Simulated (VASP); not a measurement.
## MgOSiH4: single point with HSE06+TS

The system is MgOSiH4, in a box.

```xyz
7
Lattice="15.0000 0.0000 0.0000 0.0000 12.0000 0.0000 0.0000 0.0000 12.0000" Properties=species:S:1:pos:R:3 pbc="T T T"
Mg    6.3093    5.1889    5.3224
O     7.9485    5.7769    5.7560
Si    9.4194    6.3071    6.1445
H     4.7682    4.6361    4.9145
H    10.1415    6.8385    4.9507
H     9.3552    7.4059    7.1534
H    10.2577    5.2163    6.7247
```

* Program: VASP 6.6.1
* Task: single point
* Functional: HSE06
* Dispersion: TS
* Potentials or basis: VASP PAW PBE potentials, release 64 (Mg, O_h, Si, H_h)
* Cutoff: 900 eV
* k mesh: 1 × 1 × 1
* Occupations: gaussian, width 0.01 eV
* Spin: no spin polarisation

```json
{
  "Largest force": "0.133 eV/Å",
  "Gap between the frontier levels": "6.29 eV",
  "Hirshfeld charges": "Mg +0.67; O -0.46; Si +0.32; H -0.24, -0.10 e",
  "Dispersion energy per atom": "-0.004 eV"
}
```

Forces in eV/Å, atoms in the order of the input:
```
Mg   0.030  0.002 -0.004
O    0.073  0.075  0.082
Si  -0.073 -0.041 -0.035
H    0.015 -0.003 -0.007
H   -0.023 -0.023  0.031
H    0.003 -0.040 -0.041
H   -0.027  0.031 -0.027
```

Levels at points of the mesh, in eV from the valence-band top:
```tsv
k point	band 6	band 7	band 8	band 9	band 10	band 11
(0.00, 0.00, 0.00)	-0.19	0.00	0.00	6.29	6.94	6.94
```

Run time: 40 min on 1 thread of Intel(R) Xeon(R) Platinum 8259CL CPU @ 2.50GHz (Skylake/Cascade Lake), on a shared host, peak memory 3.4 GiB.

Caveat: the PAW data sets were made with another functional, which shifts forces and pressure a little.
